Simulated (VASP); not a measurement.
Data:

```yaml
crystal:
  lattice:
    - [2.20143, -3.79308, 0.00000]
    - [2.20143, 3.79308, 0.00000]
    - [0.00000, 0.00000, 4.52477]
  atoms:
    - { symbol: Ga, position: [0.15552, 0.84448, 0.91763] }
    - { symbol: Ga, position: [0.34448, 0.65552, 0.41763] }
    - { symbol: Ga, position: [0.65552, 0.34448, 0.58237] }
    - { symbol: Ga, position: [0.84448, 0.15552, 0.08237] }
```

Computed with PBEsol GGA, VASP's PBE PAW potentials (set 64) (plane waves; VASP). Numerical set-up: 400 eV cut-off, Gaussian smearing of 0.050 eV, potentials Ga_d.

Question: Estimate the band gap (along the path) with the smallest direct gap where there is one.

Answer: 
- band gap (along the path): none (metal, semimetal or under 0.01 eV)

The compound is Ga in the alpha structure. It was relaxed first.
